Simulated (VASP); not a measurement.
These are PBEsol GGA, VASP's PBE PAW potentials (set 64) (plane waves; VASP 6.6.1) values and carry that method's errors.

Input for VASP

POSCAR:
```
Ta3Ge
1
   -0.0000000000     3.2237369235     3.2237369235
    3.2237369235    -0.0000000000     3.2237369235
    3.2237369235     3.2237369235     0.0000000000
Ge Ta
1 3
Direct
  0.0000000000   0.0000000000   0.0000000000
  0.5000000000   0.5000000000   0.5000000000
  0.2500000000   0.2500000000   0.2500000000
  0.7500000000   0.7500000000   0.7500000000
```

INCAR:
```
SYSTEM = Ta3Ge
PREC = Accurate
ENCUT = 400
EDIFF = 1E-6
NELM = 100
ALGO = Normal
LREAL = .FALSE.
LASPH = .TRUE.
ISMEAR = 1
SIGMA = 0.1
GGA = PS
LMAXMIX = 6
LWAVE = .FALSE.
LCHARG = .FALSE.
IBRION = 2
ISIF = 3
NSW = 60
EDIFFG = -0.02
```

### KPOINTS
```
Automatic mesh
0
gamma
8 8 8
0 0 0
```

POTCAR, in this order: Ge_d Ta_pv (PBE.64 set). Program: vasp_std.

Output

OUTCAR:
```
 ion  position               nearest neighbor table
   1  0.000  0.000  0.000-   4 2.79   4 2.79   4 2.79   3 2.79   3 2.79   3 2.79   4 2.79   3 2.79
                             2 3.22   2 3.22   2 3.22   2 3.22   2 3.22   2 3.22
   2  0.500  0.500  0.500-   3 2.79   3 2.79   3 2.79   4 2.79   4 2.79   4 2.79   4 2.79   3 2.79
                             1 3.22   1 3.22   1 3.22   1 3.22   1 3.22   1 3.22
   3  0.250  0.250  0.250-   1 2.79   1 2.79   1 2.79   2 2.79   2 2.79   2 2.79   2 2.79   1 2.79
                             4 3.22   4 3.22   4 3.22   4 3.22   4 3.22   4 3.22
   4  0.750  0.750  0.750-   2 2.79   2 2.79   2 2.79   1 2.79   1 2.79   1 2.79   2 2.79   1 2.79
                             3 3.22   3 3.22   3 3.22   3 3.22   3 3.22   3 3.22
  LATTYP: Found a face centered cubic cell.
 ALAT       =     6.4474738470
 Subroutine PRICEL returns:
 Original cell was already a primitive cell.
 Subroutine GETGRP returns: Found 48 space group operations
The static configuration has the point symmetry O_h .
The dynamic configuration has the point symmetry O_h .
 Subroutine INISYM returns: Found 48 space group operations
 Subroutine IBZKPT returns following result:
 Found     29 irreducible k-points:

 Following reciprocal coordinates:
            Coordinates               Weight
  0.000000  0.000000  0.000000      1.000000
  0.125000  0.000000  0.000000      8.000000
  0.250000  0.000000  0.000000      8.000000
  0.375000  0.000000  0.000000      8.000000
  0.500000  0.000000  0.000000      4.000000
  0.125000  0.125000  0.000000      6.000000
  0.250000  0.125000  0.000000     24.000000
  0.375000  0.125000  0.000000     24.000000
  0.500000  0.125000  0.000000     24.000000
 -0.375000  0.125000  0.000000     24.000000
 -0.250000  0.125000  0.000000     24.000000
 -0.125000  0.125000  0.000000     12.000000
  0.250000  0.250000  0.000000      6.000000
  0.375000  0.250000  0.000000     24.000000
  0.500000  0.250000  0.000000     24.000000
 -0.375000  0.250000  0.000000     24.000000
 -0.250000  0.250000  0.000000     12.000000
  0.375000  0.375000  0.000000      6.000000
  0.500000  0.375000  0.000000     24.000000
 -0.375000  0.375000  0.000000     12.000000
  0.500000  0.500000  0.000000      3.000000
  0.375000  0.250000  0.125000     24.000000
  0.500000  0.250000  0.125000     48.000000
 -0.375000  0.250000  0.125000     24.000000
  0.500000  0.375000  0.125000     24.000000
 -0.375000  0.375000  0.125000     48.000000
 -0.250000  0.375000  0.125000     24.000000
 -0.375000  0.500000  0.125000     12.000000
 -0.250000  0.500000  0.250000      6.000000
   k-points           NKPTS =     29   k-points in BZ     NKDIM =     29   number of bands    NBANDS=     28
   number of dos      NEDOS =    301   number of ions     NIONS =      4
   total plane-waves  NPLWV =  27000
   dimension x,y,z NGX =    30 NGY =   30 NGZ =   30
   dimension x,y,z NGXF=    60 NGYF=   60 NGZF=   60
   ions per type =               1   3
   PREC   = accura    normal or accurate (medium, high low for compatibility)
   ISTART =      0    job   : 0-new  1-cont  2-samecut
   ICHARG =      2    charge: 1-file 2-atom 10-const
   ISPIN  =      1    spin polarized calculation?
   LNONCOLLINEAR =      F non collinear calculations
   LSORBIT =      F    spin-orbit coupling
   INIWAV =      1    electr: 0-lowe 1-rand  2-diag
   ENCUT  =  400.0 eV  29.40 Ry    5.42 a.u.   7.43  7.43  7.43*2*pi/ulx,y,z
   NELM   =    100;   NELMIN=  2; NELMDL= -5     # of ELM steps
   EDIFF  = 0.1E-05   stopping-criterion for ELM
   LREAL  =      F    real-space projection
   NLSPLINE    = F    spline interpolate recip. space projectors
   LMAXMIX     =    6 max onsite mixed and CHGCAR
   VOSKOWN=      0    Vosko Wilk Nusair interpolation
   EDIFFG = -.2E-01   stopping-criterion for IOM
   NSW    =     60    number of steps for IOM
   NBLOCK =      1;   KBLOCK =     60    inner block; outer block
   IBRION =      2    ionic relax: 0-MD 1-quasi-New 2-CG
...
```

OSZICAR:
```
       N       E                     dE             d eps       ncg     rms          rms(c)
DAV:   1     0.412648644566E+03    0.41265E+03   -0.22080E+04  1952   0.272E+03
DAV:   2    -0.350701338102E+01   -0.41616E+03   -0.40752E+03  1656   0.651E+02
DAV:   3    -0.420210668277E+02   -0.38514E+02   -0.36442E+02  1980   0.139E+02
DAV:   4    -0.437013397482E+02   -0.16803E+01   -0.16081E+01  1980   0.261E+01
DAV:   5    -0.437561935125E+02   -0.54854E-01   -0.54460E-01  2104   0.462E+00    0.253E+01
DAV:   6    -0.426298153443E+02    0.11264E+01   -0.23023E+00  2012   0.124E+01    0.127E+01
DAV:   7    -0.423486016444E+02    0.28121E+00   -0.90439E-01  1812   0.812E+00    0.210E+00
DAV:   8    -0.423277387610E+02    0.20863E-01   -0.92821E-02  2024   0.284E+00    0.631E-01
DAV:   9    -0.423248397374E+02    0.28990E-02   -0.12669E-02  1852   0.770E-01    0.143E-01
DAV:  10    -0.423248139780E+02    0.25759E-04   -0.30436E-03  2084   0.546E-01    0.778E-02
DAV:  11    -0.423246990189E+02    0.11496E-03   -0.73014E-04  2052   0.252E-01    0.205E-02
DAV:  12    -0.423246967404E+02    0.22785E-05   -0.42345E-05  2064   0.668E-02    0.109E-02
DAV:  13    -0.423246965753E+02    0.16513E-06   -0.17421E-06  1280   0.144E-02
   1 F= -.42324697E+02 E0= -.42324412E+02  d E =-.423247E+02
       N       E                     dE             d eps       ncg     rms          rms(c)
DAV:   1    -0.423701666446E+02   -0.45470E-01   -0.12233E+00  1972   0.136E+01    0.164E+00
DAV:   2    -0.423336220250E+02    0.36545E-01   -0.59538E-02  1976   0.275E+00    0.737E-01
DAV:   3    -0.423232670415E+02    0.10355E-01   -0.33054E-02  1980   0.186E+00    0.262E-01
DAV:   4    -0.423231246059E+02    0.14244E-03   -0.64870E-04  1828   0.234E-01    0.206E-01
DAV:   5    -0.423228635103E+02    0.26110E-03   -0.12221E-03  1768   0.272E-01    0.549E-02
DAV:   6    -0.423228273187E+02    0.36192E-04   -0.14707E-04  1812   0.961E-02    0.172E-02
DAV:   7    -0.423228238825E+02    0.34362E-05   -0.31684E-05  1704   0.301E-02    0.567E-03
DAV:   8    -0.423228239295E+02   -0.46918E-07   -0.50928E-06  1756   0.288E-02
   2 F= -.42322824E+02 E0= -.42322298E+02  d E =0.187265E-02
       N       E                     dE             d eps       ncg     rms          rms(c)
DAV:   1    -0.423456821993E+02   -0.22858E-01   -0.51915E-01  1968   0.870E+00    0.108E+00
DAV:   2    -0.423299600067E+02    0.15722E-01   -0.25921E-02  1972   0.185E+00    0.484E-01
DAV:   3    -0.423255090884E+02    0.44509E-02   -0.14078E-02  1976   0.122E+00    0.176E-01
DAV:   4    -0.423254614342E+02    0.47654E-04   -0.26146E-04  1788   0.145E-01    0.145E-01
DAV:   5    -0.423253553241E+02    0.10611E-03   -0.55892E-04  1768   0.182E-01    0.348E-02
DAV:   6    -0.423253405629E+02    0.14761E-04   -0.56139E-05  1784   0.543E-02    0.132E-02
DAV:   7    -0.423253395422E+02    0.10207E-05   -0.16326E-05  1648   0.224E-02    0.405E-03
DAV:   8    -0.423253390101E+02    0.53211E-06   -0.20332E-06  1176   0.210E-02
   3 F= -.42325339E+02 E0= -.42325000E+02  d E =-.642435E-03
```

**OUTCAR**
```
------------------------ aborting loop because EDIFF is reached ----------------------------------------
  FORCE on cell =-STRESS in cart. coord.  units (eV):
  Direction    XX          YY          ZZ          XY          YZ          ZX
  --------------------------------------------------------------------------------------
  Total        0.0138094      0.0138094      0.0138094      0.0000000      0.0000000      0.0000000
  in kB        0.3288350      0.3288350      0.3288350      0.0000000      0.0000000      0.0000000
  external PRESSURE =       0.3288350 kB  Pullay stress =       0.0000000 kB
  volume of cell :       67.28
      direct lattice vectors                 reciprocal lattice vectors
    -0.000000000  3.228190037  3.228190037    -0.154885553  0.154885553  0.154885553
     3.228190037 -0.000000000  3.228190037     0.154885553 -0.154885553  0.154885553
     3.228190037  3.228190037 -0.000000000     0.154885553  0.154885553 -0.154885553
 POSITION                                       TOTAL-FORCE (eV/Angst)
 -----------------------------------------------------------------------------------
      0.00000      0.00000      0.00000        -0.000000     -0.000000     -0.000000
      3.22819      3.22819      3.22819        -0.000000     -0.000000     -0.000000
      1.61410      1.61410      1.61410         0.000000      0.000000      0.000000
      4.84229      4.84229      4.84229        -0.000000     -0.000000     -0.000000
 -----------------------------------------------------------------------------------
    total drift:                                0.000000     -0.000000     -0.000000
  FREE ENERGIE OF THE ION-ELECTRON SYSTEM (eV)
  ---------------------------------------------------
  free  energy   TOTEN  =       -42.3253390101 eV

  energy  without entropy=      -42.3243220667  energy(sigma->0) =      -42.32500003

 reached required accuracy - stopping structural energy minimisation
```
(Selected blocks of OUTCAR.)

File CONTCAR:
```
Ta3Ge
   1.00000000000000
    -0.0000000000000000    3.2281900370571752    3.2281900370571752
     3.2281900370571752   -0.0000000000000000    3.2281900370571752
     3.2281900370571752    3.2281900370571752   -0.0000000000000000
  Ge              Ta
     1     3
Direct
     0.0000000000000000    0.0000000000000000    0.0000000000000000
     0.5000000000000000    0.5000000000000000    0.5000000000000000
     0.2500000000000000    0.2500000000000000    0.2500000000000000
     0.7500000000000000    0.7500000000000000    0.7500000000000000
```

OUTCAR:
```
 val. band max:        6.8438524814   @ k =  -0.3750   0.2500   0.0000

 cond. band min:       6.8946954765   @ k =  -0.3750   0.3750   0.1250


 Fermi energy:         6.8547055079

 k-point     1 :       0.0000    0.0000    0.0000
  band No.  band energies     occupation
      1     -27.4307      2.00000
      2     -27.4307      2.00000
      3     -27.4307      2.00000
      4     -27.4294      2.00000
      5     -27.4294      2.00000
      6     -27.4294      2.00000
      7     -26.6456      2.00000
      8     -26.6456      2.00000
      9     -26.6456      2.00000
     10     -17.7837      2.00000
     11     -17.7837      2.00000
     12     -17.7837      2.00000
     13     -17.7674      2.00000
     14     -17.7674      2.00000
     15      -4.4654      2.00000
     16       2.8231      2.00000
     17       2.8231      2.00000
     18       2.8231      2.00000
     19       3.1969      2.00000
     20       3.1969      2.00000
     21       5.9285      2.00000
     22       6.0040      2.00000
     23       6.0040      2.00000
     24       6.0040      2.00000
     25       9.6720      0.00000
     26       9.6720      0.00000
     27       9.6720      0.00000
     28      11.0031      0.00000

 k-point     2 :       0.1250    0.0000    0.0000
  band No.  band energies     occupation
      1     -27.5189      2.00000
      2     -27.4843      2.00000
      3     -27.4843      2.00000
      4     -27.3823      2.00000
      5     -27.3823      2.00000
      6     -27.3258      2.00000
      7     -26.6643      2.00000
      8     -26.6388      2.00000
      9     -26.6388      2.00000
     10     -17.7848      2.00000
     11     -17.7840      2.00000
     12     -17.7840      2.00000
     13     -17.7670      2.00000
     14     -17.7670      2.00000
     15      -4.2689      2.00000
     16       2.2982      2.00000
     17       2.6146      2.00000
     18       2.6146      2.00000
     19       3.6532      2.00000
     20       3.6532      2.00000
...
```

Unless said otherwise, spin-orbit coupling is left out, though it shifts the bands of the heavy elements here.

The structure was generated: Ta3Ge was put into the D03 type (Fm-3m), which need not be its known phase. This run relaxes it. Symmetry was kept, so distortions that lower it aren't found. The start is the result of an earlier pass. The electron count is odd and the run is not spin-polarised, which forces a metal.
